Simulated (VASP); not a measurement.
## Nb3Sn: accuracy against cost in the SCF threshold and number of MPI ranks

Aim: find what the SCF threshold and number of MPI ranks change for Nb3Sn, and what they cost. The series runs use LDA. The SCF threshold tried: EDIFF = 0.01; EDIFF = 0.001; EDIFF = 1E-04; EDIFF = 1E-05; EDIFF = 1E-06; EDIFF = 1E-08. The number of MPI ranks tried: 1 ranks; 2 ranks; 4 ranks; 8 ranks. The start is a cell from a database of measured crystal structures.

Method: LDA; plane waves and PAW (Nb_sv, Sn_d), in VASP 6.6.1.

This is a report of a sequence of runs, with most program output left out.

### 1. Starting point

It takes space group Pm-3n (No. 223, cubic). The conventional cell has a = 5.282 Å, b = 5.282 Å, c = 5.282 Å, α = 90.00°, β = 90.00°, γ = 90.00°. Nearest to Nb lie 2 Nb at 2.64 Å and 4 Sn at 2.95 Å. Nearest to Sn lie 12 Nb at 2.95 Å. Farther neighbours are not listed.

As a file:

```xyz
8
Lattice="5.2821 0.0000 0.0000 0.0000 5.2821 0.0000 0.0000 0.0000 5.2821" Properties=species:S:1:pos:R:3 pbc="T T T"
Nb    1.3205    0.0000    2.6410
Nb    2.6410    3.9616    0.0000
Nb    3.9616    0.0000    2.6410
Nb    2.6410    1.3205    0.0000
Nb    0.0000    2.6410    3.9616
Nb    0.0000    2.6410    1.3205
Sn    0.0000    0.0000    0.0000
Sn    2.6410    2.6410    2.6410
```

### 2. SCF threshold: EDIFF = 0.01

EDIFF stops the electronic loop; forces need it tighter than energies do. LDA, the lowest rung, knows the local density alone.

Input file INCAR:

```
SYSTEM = Nb3Sn
PREC = Accurate
ENCUT = 400
EDIFF = 0.01
NELM = 100
ISMEAR = -1
SIGMA = 0.05
LREAL = .FALSE.
ALGO = Normal
GGA = CA
NBANDS = 65
LASPH = .TRUE.
LORBIT = 11
LWAVE = .FALSE.
LCHARG = .FALSE.
KPAR = 8
ISIF = 2
```

Input file POSCAR:

```
Nb3Sn
1.0
    5.2821000000      0.0000000000      0.0000000000
    0.0000000000      5.2821000000      0.0000000000
    0.0000000000      0.0000000000      5.2821000000
Nb Sn
6 2
Direct
    0.2500000000      0.0000000000      0.5000000000
    0.5000000000      0.7500000000      0.0000000000
    0.7500000000      0.0000000000      0.5000000000
    0.5000000000      0.2500000000      0.0000000000
    0.0000000000      0.5000000000      0.7500000000
    0.0000000000      0.5000000000      0.2500000000
    0.0000000000      0.0000000000      0.0000000000
    0.5000000000      0.5000000000      0.5000000000
```

Input file KPOINTS:

```
Automatic mesh
0
Gamma
5 5 5
0 0 0
```

PAW data sets: Nb_sv and Sn_d (PBE family, release 64).

Started as:

```
> mpirun -np 8 vasp_std
```

The job ended after 10 s (8 MPI ranks of Intel Xeon Platinum 8488C (Sapphire Rapids), shared host; peak memory 1.6 GiB).

The k-mesh is coarse for a metal. The PAW data sets were made with PBE, though LDA sets exist; this is a small mismatch. The electron count would fill whole bands, but the bands touch or overlap. That can be a semimetal, a small gap that the functional closes or, with several bands partly filled, an ordinary metal.

Numbers from this step:

```yaml
scf_cycles: 9
electrons: 106
bands: 65
irreducible_k_points: 10
symmetry_operations: 48
free_energy_toten: -78.5018 eV
energy_at_zero_smearing: -78.4449 eV
fermi_energy: 11.16 eV
pressure: -5.079 GPa
metallic_judged_on_the_points_sampled: yes
```

The series starts at -9.8056 eV an atom and -5.08 GPa, after 9 cycles in 10 s.

### 3. SCF threshold: EDIFF = 0.001

INCAR: that of step 2 with these lines changed.

```diff
@@ -3,3 +3,3 @@
 ENCUT = 400
-EDIFF = 0.01
+EDIFF = 0.001
 NELM = 100
```

POSCAR is that of step 2.

KPOINTS is that of step 2.

Started as:

```
> mpirun -np 8 vasp_std
```

It took 12 s on 8 MPI ranks; peak memory 1.7 GiB.

Against the run before the energy moves by -0.04 meV an atom and the pressure by -1.42 GPa, after 10 cycles in 12 s.

### 4. SCF threshold: EDIFF = 1E-04

INCAR: that of step 3 with these lines changed.

```diff
@@ -3,3 +3,3 @@
 ENCUT = 400
-EDIFF = 0.001
+EDIFF = 1E-04
 NELM = 100
```

POSCAR is that of step 3.

KPOINTS is that of step 3.

Started as:

```
> mpirun -np 8 vasp_std
```

The job ended after 12 s (8 MPI ranks; peak memory 1.7 GiB).

Against the run before the energy stays within 0.01 meV an atom; the pressure moves by +0.44 GPa, after 11 cycles in 12 s.

### 5. SCF threshold: EDIFF = 1E-05

INCAR: that of step 4 with these lines changed.

```diff
@@ -3,3 +3,3 @@
 ENCUT = 400
-EDIFF = 1E-04
+EDIFF = 1E-05
 NELM = 100
```

POSCAR is that of step 4.

KPOINTS is that of step 4.

Started as:

```
> mpirun -np 8 vasp_std
```

Run time: 13 s. Hardware: 8 MPI ranks; peak memory 1.7 GiB; 76 s of CPU time.

Against the run before the energy stays within 0.01 meV an atom; the pressure moves by +0.02 GPa, after 12 cycles in 13 s.

### 6. SCF threshold: EDIFF = 1E-06

INCAR: that of step 5 with these lines changed.

```diff
@@ -3,3 +3,3 @@
 ENCUT = 400
-EDIFF = 1E-05
+EDIFF = 1E-06
 NELM = 100
```

POSCAR is that of step 5.

KPOINTS is that of step 5.

Started as:

```
> mpirun -np 8 vasp_std
```

Elapsed: 13 s, on 8 MPI ranks; peak memory 1.7 GiB; 80 s of CPU time.

Against the run before the energy stays within 0.01 meV an atom; the pressure moves by +0.03 GPa, after 13 cycles in 13 s.

### 7. SCF threshold: EDIFF = 1E-08

INCAR: that of step 6 with these lines changed.

```diff
@@ -3,3 +3,3 @@
 ENCUT = 400
-EDIFF = 1E-06
+EDIFF = 1E-08
 NELM = 100
```

POSCAR is that of step 6.

KPOINTS is that of step 6.

Started as:

```
> mpirun -np 8 vasp_std
```

Run time: 15 s. Hardware: 8 MPI ranks; peak memory 1.7 GiB; 93 s of CPU time.

Against the run before the energy stays within 0.01 meV an atom and the pressure within 0.01 GPa, after 15 cycles in 15 s.

### 8. The SCF threshold series as a table

This step: convergence of LDA results with the threshold; plane waves and PAW (VASP 6.6.1).

Derived from the runs above.

Differences are taken from the run with EDIFF = 1E-08. Results of the series, by row:

```csv
setting,status,energy less the reference (meV/atom),pressure (GPa),SCF cycles,wall time (s)
EDIFF = 0.01,converged,0.04281,-5.079,9,10.4
EDIFF = 0.001,converged,-0.001107,-6.496,10,11.6
EDIFF = 1E-04,converged,3.36e-4,-6.055,11,12
EDIFF = 1E-05,converged,2.73e-4,-6.034,12,12.6
EDIFF = 1E-06,converged,8.75e-6,-6.008,13,13.2
EDIFF = 1E-08,converged,0,-6.007,15,15.2
```

### 9. Number of MPI ranks: 1 ranks

This step: LDA; plane waves and PAW (Nb_sv, Sn_d) (VASP 6.6.1).

The same run on more MPI ranks shows how well it scales.

INCAR: that of step 7 with these lines changed.

```diff
@@ -3,3 +3,3 @@
 ENCUT = 400
-EDIFF = 1E-08
+EDIFF = 1E-06
 NELM = 100
@@ -15,3 +15,2 @@
 LCHARG = .FALSE.
-KPAR = 8
 ISIF = 2
```

POSCAR is that of step 7.

KPOINTS is that of step 7.

Started as:

```
> mpirun -np 1 vasp_std
```

Wall time 43 s (1 MPI rank); peak memory 0.19 GiB.

This step gave:

```yaml
scf_cycles: 13
pressure: -6.008 GPa
```

The series starts at -9.8057 eV an atom and -6.01 GPa, after 13 cycles in 43 s.

### 10. Number of MPI ranks: 2 ranks

INCAR: that of step 9 with these lines changed.

```diff
@@ -15,2 +15,3 @@
 LCHARG = .FALSE.
+KPAR = 2
 ISIF = 2
```

POSCAR is that of step 9.

KPOINTS is that of step 9.

Started as:

```
> mpirun -np 2 vasp_std
```

Elapsed: 24 s, on 2 MPI ranks; peak memory 0.37 GiB.

Against the first of the series the energy stays within 0.01 meV an atom and the pressure within 0.01 GPa, after 13 cycles in 24 s.

### 11. Number of MPI ranks: 4 ranks

INCAR: that of step 10 with these lines changed.

```diff
@@ -15,3 +15,3 @@
 LCHARG = .FALSE.
-KPAR = 2
+KPAR = 4
 ISIF = 2
```

POSCAR is that of step 10.

KPOINTS is that of step 10.

Started as:

```
> mpirun -np 4 vasp_std
```

Wall time 16 s (4 MPI ranks); peak memory 0.77 GiB.

Against the first of the series the energy stays within 0.01 meV an atom and the pressure within 0.01 GPa, after 13 cycles in 16 s.

### 12. Number of MPI ranks: 8 ranks

INCAR: that of step 11 with these lines changed.

```diff
@@ -15,3 +15,3 @@
 LCHARG = .FALSE.
-KPAR = 4
+KPAR = 8
 ISIF = 2
```

POSCAR is that of step 11.

KPOINTS is that of step 11.

Started as:

```
> mpirun -np 8 vasp_std
```

Wall time 14 s (8 MPI ranks); peak memory 1.7 GiB; 84 s of CPU time.

Against the first of the series the energy stays within 0.01 meV an atom and the pressure within 0.01 GPa, after 13 cycles in 14 s.

### 13. The number of MPI ranks series as a table

This step: convergence of LDA results with the layout; plane waves and PAW (VASP 6.6.1).

Derived from the runs above.

Differences are taken from the run with 1 ranks. Results of the series, by row:

```csv
setting,status,energy less the reference (meV/atom),pressure (GPa),SCF cycles,wall time (s)
1 ranks,converged,0,-6.008,13,43
2 ranks,converged,1.25e-6,-6.008,13,24
4 ranks,converged,1.25e-6,-6.008,13,16.4
8 ranks,converged,1.25e-6,-6.008,13,13.8
```

### 14. Results

```yaml
scf_threshold_from_which_the_energy_stays_within_10_mev_atom_of_the_reference: EDIFF = 0.01
scf_threshold_from_which_the_energy_stays_within_1_mev_atom_of_the_reference: EDIFF = 0.01
scf_threshold_from_which_the_pressure_stays_within_0p2_gpa_of_the_reference: EDIFF = 1E-04
spread_of_the_pressure_over_the_scf_threshold: 1.42 GPa
spread_of_the_energy_over_the_scf_threshold: 0.0439 meV/atom
wall_time_from_fewest_to_most_ranks: 43 s to 14 s
```

**Reading.** From EDIFF = 0.01 on, the energy stays within 1 meV an atom of the reference, at 68 % of its time. The pressure holds within 0.2 GPa from EDIFF = 1E-04 on. The loosest stop saves 6 of 15 cycles and costs +0.0 meV an atom, +0.93 GPa. On 8 ranks the run uses the cores at 39 % of the efficiency of 1. Going from 1 ranks to 8 ranks shortens the run by a factor of 3.1; on a shared host such times are rough. Forces vanish by symmetry in this cell, so the series can't test them.

[Lines on the potential files, build, host, timing and source positions are cut from VASP's logs without a mark.]

[Logs are printed without paths, hosts, clocks, repeated set-up lines and the standing remarks that a program may print on its own settings, such as how far it seeks lower states.]

[Hosts, paths, dates, database ids (printed as entryN), source tags and the programs' standing remarks are cut or masked in the printed files.]

[A measured line is paired with the nearest computed mode of its activity, which favours agreement.]

[In band tables of VASP the shares of atoms and orbitals are scaled to a sum of 1 inside the atoms' spheres.]
